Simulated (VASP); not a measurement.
# LiMo (P-6m2) in VASP: notebook

Aim: see how the results for LiMo move with the level of theory and the settings. Levels: LDA, PBE, PBEsol, RPBE. Tasks: band structure.

Program: VASP 6.6.1. These are calculated values, not measurements. Logs are shortened: lines on timing, memory, paths and dates and some standing lists are left out, and cuts for length are marked.

### 1 The structure

It takes space group P-6m2 (No. 187, hexagonal). The conventional cell has a = 2.673 Å, b = 2.673 Å, c = 5.005 Å, α = 90.00°, β = 90.00°, γ = 120.00°. Li (site symmetry -6m2) is surrounded by 6 Li at 2.67 Å and 6 Mo at 2.94 Å. Around Mo (site symmetry -6m2) lie 6 Mo at 2.67 Å and 6 Li at 2.94 Å.

The cell was built by a generator and needn't be a form met in nature.

### 2 Band structure, LDA

File INCAR:

```
  ALGO = Normal
  EDIFF = 1E-6
  ENCUT = 520
  GGA = CA
  ISIF = 2
  ISMEAR = -1
  LASPH = True
  LCHARG = False
  LMAXMIX = 4
  LREAL = False
  LWAVE = False
  NELM = 100
  PREC = Accurate
  SIGMA = 0.05
```

File KPOINTS:

```
k-points
0
Gamma
  11 11 6
```

File POSCAR:

```
LiMo
1.0
    2.6734600000      0.0000000000      0.0000000000
   -1.3367300000      2.3152800000      0.0000000000
    0.0000000000      0.0000000000      5.0047100000
Li Mo
1 1
Direct
    0.0000000000      0.0000000000      0.0000000000
    0.3333300000      0.6666700000      0.5000000000
```

File KPOINTS_OPT:

```
path GMKGALHA,LM,KH
10
line-mode
reciprocal
 0.0000000000  0.0000000000  0.0000000000  G
 0.5000000000  0.0000000000  0.0000000000  M

 0.5000000000  0.0000000000  0.0000000000  M
 0.3333333333  0.3333333333  0.0000000000  K

 0.3333333333  0.3333333333  0.0000000000  K
 0.0000000000  0.0000000000  0.0000000000  G

 0.0000000000  0.0000000000  0.0000000000  G
 0.0000000000  0.0000000000  0.5000000000  A

 0.0000000000  0.0000000000  0.5000000000  A
 0.5000000000  0.0000000000  0.5000000000  L

 0.5000000000  0.0000000000  0.5000000000  L
 0.3333333333  0.3333333333  0.5000000000  H

 0.3333333333  0.3333333333  0.5000000000  H
 0.0000000000  0.0000000000  0.5000000000  A

 0.5000000000  0.0000000000  0.5000000000  L
 0.5000000000  0.0000000000  0.0000000000  M

 0.3333333333  0.3333333333  0.0000000000  K
 0.3333333333  0.3333333333  0.5000000000  H
```

Potentials or basis: VASP PAW LDA potentials, release 64 (Li_sv, Mo_sv).

Started as:

```console
$ cat potpaw_LDA.64/Li_sv/POTCAR potpaw_LDA.64/Mo_sv/POTCAR > POTCAR
$ mpirun -np 1 vasp_std > vasp.out
```

OUTCAR:

```text
EDIFF = 1E-6
   ENCUT = 520
   GGA = CA
   ISIF = 2
   ISMEAR = -1
   LASPH = True
   LREAL = False
   NELM = 100
   PREC = Accurate

 ion  position               nearest neighbor table
   1  0.000  0.000  0.000-   2 2.94   2 2.94   2 2.94   2 2.94   2 2.94   2 2.94
   2  0.333  0.667  0.500-   1 2.94   1 2.94   1 2.94   1 2.94   1 2.94   1 2.94

  LATTYP: Found a hexagonal cell.
 ALAT       =     2.6734600000
 C/A-ratio  =     1.8719973368

  Lattice vectors:

 A1 = (   2.6734600000,   0.0000000000,   0.0000000000)
 A2 = (  -1.3367300000,   2.3152800000,   0.0000000000)
 A3 = (   0.0000000000,   0.0000000000,   5.0047100000)

Analysis of symmetry for initial positions (statically):
=====================================================================
 Subroutine PRICEL returns:
 Original cell was already a primitive cell.

 Routine SETGRP: Setting up the symmetry group for a
 hexagonal supercell.

 Subroutine GETGRP returns: Found  4 space group operations
 (whereof  4 operations were pure point group operations)
 out of a pool of 24 trial point group operations.

The static configuration has the point symmetry C_2v.

Analysis of symmetry for dynamics (positions and initial velocities):
=====================================================================
 Subroutine PRICEL returns:
 Original cell was already a primitive cell.

 Routine SETGRP: Setting up the symmetry group for a
 hexagonal supercell.

 Subroutine GETGRP returns: Found  4 space group operations
 (whereof  4 operations were pure point group operations)
 out of a pool of 24 trial point group operations.

The dynamic configuration has the point symmetry C_2v.

 Subroutine INISYM returns: Found  4 space group operations
 (whereof  4 operations are pure point group operations),
 and found     1 'primitive' translations

----------------------------------------------------------------------------------------

                                     Primitive cell

  volume of cell :      30.9782

  direct lattice vectors                    reciprocal lattice vectors
     2.673460000  0.000000000  0.000000000     0.374047115  0.215956601  0.000000000
    -1.336730000  2.315280000  0.000000000     0.000000000  0.431913203  0.000000000
     0.000000000  0.000000000  5.004710000     0.000000000  0.000000000  0.199811777

  length of vectors
     2.673460000  2.673456297  5.004710000     0.431912604  0.431913203  0.199811777

[... 87 lines left out ...]
   ISYM   =      2    0-nonsym 1-usesym 2-fastsym
   POTIM  = 0.5000    time-step for ionic-motion
   TEBEG  =    0.0;   TEEND  =   0.0 temperature during run
   PSTRESS=    0.0 pullay stress
   NELECT =      17.0000    total number of electrons
   NUPDOWN=      -1.0000    fix difference up-down
   EMIN   =  10.00;   EMAX   =-10.00  energy-range for DOS
   EFERMI =   0.00;   METHOD = LEGACY
   ISMEAR =    -1;   SIGMA  =   0.05  broadening in eV -4-tet -1-fermi 0-gaus
   EFERMI_NEDOS =   21; number of points for ismear=-14 and -15
   IALGO  =     38    algorithm
   IMIX   =      4    mixing-type and parameters
     AMIX     =   0.40;   BMIX     =  1.00
     AMIX_MAG =   1.60;   BMIX_MAG =  1.00
  volume/ion in A,a.u.               =      15.49       104.53
  Fermi-wavevector in a.u.,A,eV,Ry     =   1.340312  2.532822 24.441983  1.796435
  Thomas-Fermi vector in A             =   2.468634
   LORBIT       =      0    0 simple, 1 ext, 2 COOP (PROOUT), +10 PAW based schemes
   GGA     = CA    functional components
   LHFCALC =     F    Hartree Fock is set to
   AEXX    =    0.0000 exact exchange contribution
   IVDW    =     0    specifies the selected vdW correction
   LEPSILON=     F    determine dielectric tensor
   LRPA    =     F    only Hartree local field effects (RPA)
 non-spin polarized calculation
  energy-cutoff  :      520.00
  volume of cell :       30.98
 maximum number of plane-waves:       854
   NGX =  9   NGY =  9   NGZ = 19

 number of electron      17.0000012 magnetization

 Free energy of the ion-electron system (eV)
  ---------------------------------------------------
  ext. energy  EPLUGINS =         0.00000000
  ---------------------------------------------------
  free energy    TOTEN  =       -13.23815710 eV

  energy without entropy =      -13.21794464  energy(sigma->0) =      -13.22805087

 E-fermi :   6.4363     XC(G=0): -10.8833

 val. band max:        6.4148761415   @ k =   0.2727   0.2727   0.1667
 cond. band min:       6.4460736242   @ k =   0.3636   0.3636   0.0000
 fundamental gap:      0.0311974827
 Fermi energy:         6.4363404267

 k-point     1 :       0.0000    0.0000    0.0000
  band No.  band energies     occupation
      1     -53.9800      2.00000
      2     -37.9290      2.00000
      3     -28.2782      2.00000
      4     -27.2900      2.00000
      5     -27.2900      2.00000
      6       1.0257      2.00000
      7       3.2952      2.00000
      8       6.1523      1.99320
      9       6.1524      1.99319
     10       6.2129      1.97736
     11       9.4042      0.00000
     12       9.4042      0.00000
[... 331 lines left out ...]
 k-point    24 :       0.4545    0.4545    0.0000
  band No.  band energies     occupation
      1     -53.6843      2.00000
      2     -37.8686      2.00000
      3     -28.8871      2.00000
      4     -28.0070      2.00000
      5     -27.7596      2.00000
      6       2.5559      2.00000
      7       3.5956      2.00000
      8       5.8148      1.99999
      9       7.7332      0.00000
     10       8.3549      0.00000
     11      11.1302      0.00000
     12      12.8511      0.00000

 [... further k-points ...]

------------------------ aborting loop because EDIFF is reached ----------------------------------------

  FORCE on cell =-STRESS in cart. coord.  units (eV):
  Direction    XX          YY          ZZ          XY          YZ          ZX
  --------------------------------------------------------------------------------------
  -------------------------------------------------------------------------------------
  Total       -1.1649092     -1.1649401     -0.7332278     -0.0000305      0.0000000      0.0000000
  in kB      -60.2485378    -60.2501389    -37.9221875     -0.0015794      0.0000000      0.0000000
  external PRESSURE =     -52.8069547 kB  Pullay stress =       0.0000000 kB

 VOLUME and BASIS-vectors are now :
 -----------------------------------------------------------------------------
  energy-cutoff  :      520.00
  volume of cell :       30.98
      direct lattice vectors                 reciprocal lattice vectors
     2.673460000  0.000000000  0.000000000     0.374047115  0.215956601  0.000000000
    -1.336730000  2.315280000  0.000000000     0.000000000  0.431913203  0.000000000
     0.000000000  0.000000000  5.004710000     0.000000000  0.000000000  0.199811777

 POSITION                                       TOTAL-FORCE (eV/Angst)
 -----------------------------------------------------------------------------------
      0.00000      0.00000      0.00000        -0.000005      0.000003      0.000000
     -0.00001      1.54353      2.50236         0.000005     -0.000003      0.000000
 -----------------------------------------------------------------------------------
    total drift:                               -0.000001     -0.000002      0.000000

  FREE ENERGIE OF THE ION-ELECTRON SYSTEM (eV)
  ---------------------------------------------------
  free  energy   TOTEN  =       -13.2381570973 eV

  energy  without entropy=      -13.2179446365  energy(sigma->0) =      -13.22805087
```

Wall time 22 s (1 thread of Intel Xeon 6975P-C (Granite Rapids), shared host); peak memory 0.21 GiB.

Results:

```yaml
Free_energy: -13.2382 eV
Band_gap_along_the_path: none (metal or under the smearing width)
```

Levels at the corners of the path, in eV from the Fermi level:
```
point  band 5  band 6  band 7  band 8  band 9  band 10  band 11  band 12
    Γ  -33.73   -5.41   -3.14   -0.28   -0.28    -0.22     2.97     2.97
    M  -34.11   -4.23   -2.96   -0.72    1.81     2.30     5.31     5.77
    M  -34.11   -4.23   -2.96   -0.72    1.81     2.30     5.31     5.77
    K  -34.41   -1.53   -1.31   -0.93   -0.85     0.07     4.20     5.99
    K  -34.41   -1.53   -1.31   -0.93   -0.85     0.07     4.20     5.99
    Γ  -33.73   -5.41   -3.14   -0.28   -0.28    -0.22     2.97     2.97
    Γ  -33.73   -5.41   -3.14   -0.28   -0.28    -0.22     2.97     2.97
    A  -33.73   -5.16   -2.26   -2.22   -0.28    -0.28     2.95     2.95
    A  -33.73   -5.16   -2.26   -2.22   -0.28    -0.28     2.95     2.95
    L  -34.11   -4.22   -3.08    0.74    1.68     1.75     3.09     5.31
    L  -34.11   -4.22   -3.08    0.74    1.68     1.75     3.09     5.31
    H  -34.42   -1.68   -1.42   -0.91   -0.77     1.12     3.57     5.61
    H  -34.42   -1.68   -1.42   -0.91   -0.77     1.12     3.57     5.61
    A  -33.73   -5.16   -2.26   -2.22   -0.28    -0.28     2.95     2.95
    L  -34.11   -4.22   -3.08    0.74    1.68     1.75     3.09     5.31
    M  -34.11   -4.23   -2.96   -0.72    1.81     2.30     5.31     5.77
    K  -34.41   -1.53   -1.31   -0.93   -0.85     0.07     4.20     5.99
    H  -34.42   -1.68   -1.42   -0.91   -0.77     1.12     3.57     5.61
```

Caveat: the cutoff is under 1.25 times the usual one of these potentials, so pressure, stress and relaxed cells hold a basis-set (Pulay) error.

### 3 Band structure, PBE

Edit INCAR of step 2 so:

```diff
@@ -3,3 +3,3 @@
   ENCUT = 520
-  GGA = CA
+  GGA = PE
   ISIF = 2
```

KPOINTS is that of step 2.

POSCAR is that of step 2.

KPOINTS_OPT is that of step 2.

Potentials or basis: VASP PAW PBE potentials, release 64 (Li_sv, Mo_sv).

Started as:

```console
$ cat potpaw_PBE.64/Li_sv/POTCAR potpaw_PBE.64/Mo_sv/POTCAR > POTCAR
$ mpirun -np 1 vasp_std > vasp.out
```

Run time: 22 s. Hardware: 1 thread of Intel Xeon 6975P-C (Granite Rapids), shared host; peak memory 0.22 GiB.

It converged, with:

| Item | Value |
| --- | --- |
| Free energy | -11.9441 eV |
| Band gap along the path | none (metal or under the smearing width) |

Levels at the corners of the path, in eV from the Fermi level:
```csv
point,band 6,band 7,band 8,band 9,band 10,band 11,band 12
Γ,-5.43,-3.17,-0.27,-0.27,-0.24,2.99,2.99
M,-4.22,-2.93,-0.71,1.84,2.26,5.29,5.77
M,-4.22,-2.93,-0.71,1.84,2.26,5.29,5.77
K,-1.50,-1.29,-0.94,-0.86,0.08,4.22,5.99
K,-1.50,-1.29,-0.94,-0.86,0.08,4.22,5.99
Γ,-5.43,-3.17,-0.27,-0.27,-0.24,2.99,2.99
Γ,-5.43,-3.17,-0.27,-0.27,-0.24,2.99,2.99
A,-5.16,-2.35,-2.22,-0.27,-0.27,2.97,2.97
A,-5.16,-2.35,-2.22,-0.27,-0.27,2.97,2.97
L,-4.20,-3.06,0.74,1.69,1.78,3.07,5.29
L,-4.20,-3.06,0.74,1.69,1.78,3.07,5.29
H,-1.66,-1.40,-0.92,-0.78,1.12,3.61,5.65
H,-1.66,-1.40,-0.92,-0.78,1.12,3.61,5.65
A,-5.16,-2.35,-2.22,-0.27,-0.27,2.97,2.97
L,-4.20,-3.06,0.74,1.69,1.78,3.07,5.29
M,-4.22,-2.93,-0.71,1.84,2.26,5.29,5.77
K,-1.50,-1.29,-0.94,-0.86,0.08,4.22,5.99
H,-1.66,-1.40,-0.92,-0.78,1.12,3.61,5.65
```

Caveat: the cutoff is under 1.25 times the usual one of these potentials, so pressure, stress and relaxed cells hold a basis-set (Pulay) error.

### 4 Band structure, PBEsol

Edit INCAR of step 3 so:

```diff
@@ -3,3 +3,3 @@
   ENCUT = 520
-  GGA = PE
+  GGA = PS
   ISIF = 2
```

KPOINTS is that of step 3.

POSCAR is that of step 3.

KPOINTS_OPT is that of step 3.

Started as:

```console
$ cat potpaw_PBE.64/Li_sv/POTCAR potpaw_PBE.64/Mo_sv/POTCAR > POTCAR
$ mpirun -np 1 vasp_std > vasp.out
```

Wall time 22 s (1 thread of Intel Xeon 6975P-C (Granite Rapids), shared host); peak memory 0.22 GiB.

It converged, with:

* Free energy: -12.7572 eV
* Band gap along the path: none (metal or under the smearing width)

Levels at the corners of the path, in eV from the Fermi level:
```tsv
point	band 7	band 8	band 9	band 10	band 11	band 12
Γ	-3.17	-0.27	-0.27	-0.25	2.99	2.99
M	-2.95	-0.71	1.83	2.26	5.32	5.78
M	-2.95	-0.71	1.83	2.26	5.32	5.78
K	-1.31	-0.94	-0.87	0.08	4.23	6.02
K	-1.31	-0.94	-0.87	0.08	4.23	6.02
Γ	-3.17	-0.27	-0.27	-0.25	2.99	2.99
Γ	-3.17	-0.27	-0.27	-0.25	2.99	2.99
A	-2.34	-2.22	-0.27	-0.27	2.97	2.97
A	-2.34	-2.22	-0.27	-0.27	2.97	2.97
L	-3.08	0.75	1.70	1.78	3.06	5.32
L	-3.08	0.75	1.70	1.78	3.06	5.32
H	-1.42	-0.92	-0.78	1.13	3.61	5.65
H	-1.42	-0.92	-0.78	1.13	3.61	5.65
A	-2.34	-2.22	-0.27	-0.27	2.97	2.97
L	-3.08	0.75	1.70	1.78	3.06	5.32
M	-2.95	-0.71	1.83	2.26	5.32	5.78
K	-1.31	-0.94	-0.87	0.08	4.23	6.02
H	-1.42	-0.92	-0.78	1.13	3.61	5.65
```

Caveat: the cutoff is under 1.25 times the usual one of these potentials, so pressure, stress and relaxed cells hold a basis-set (Pulay) error; the PAW data sets were made with another functional, which shifts forces and pressure a little.

### 5 Band structure, RPBE

Edit INCAR of step 4 so:

```diff
@@ -3,3 +3,3 @@
   ENCUT = 520
-  GGA = PS
+  GGA = RP
   ISIF = 2
```

KPOINTS is that of step 4.

POSCAR is that of step 4.

KPOINTS_OPT is that of step 4.

Started as:

```console
$ cat potpaw_PBE.64/Li_sv/POTCAR potpaw_PBE.64/Mo_sv/POTCAR > POTCAR
$ mpirun -np 1 vasp_std > vasp.out
```

Wall time 22 s (1 thread of Intel Xeon 6975P-C (Granite Rapids), shared host); peak memory 0.22 GiB.

Results (log left out):

```yaml
Free_energy: -11.2674 eV
Band_gap_along_the_path: none (metal or under the smearing width)
```

Levels at the corners of the path, in eV from the Fermi level:
```csv
point,band 7,band 8,band 9,band 10,band 11,band 12
Γ,-3.18,-0.27,-0.27,-0.24,2.99,2.99
M,-2.93,-0.71,1.84,2.26,5.28,5.78
M,-2.93,-0.71,1.84,2.26,5.28,5.78
K,-1.28,-0.94,-0.86,0.09,4.24,6.01
K,-1.28,-0.94,-0.86,0.09,4.24,6.01
Γ,-3.18,-0.27,-0.27,-0.24,2.99,2.99
Γ,-3.18,-0.27,-0.27,-0.24,2.99,2.99
A,-2.37,-2.22,-0.27,-0.27,2.97,2.97
A,-2.37,-2.22,-0.27,-0.27,2.97,2.97
L,-3.05,0.74,1.71,1.79,3.08,5.28
L,-3.05,0.74,1.71,1.79,3.08,5.28
H,-1.39,-0.92,-0.78,1.12,3.63,5.68
H,-1.39,-0.92,-0.78,1.12,3.63,5.68
A,-2.37,-2.22,-0.27,-0.27,2.97,2.97
L,-3.05,0.74,1.71,1.79,3.08,5.28
M,-2.93,-0.71,1.84,2.26,5.28,5.78
K,-1.28,-0.94,-0.86,0.09,4.24,6.01
H,-1.39,-0.92,-0.78,1.12,3.63,5.68
```

Caveat: the cutoff is under 1.25 times the usual one of these potentials, so pressure, stress and relaxed cells hold a basis-set (Pulay) error; the PAW data sets were made with another functional, which shifts forces and pressure a little.
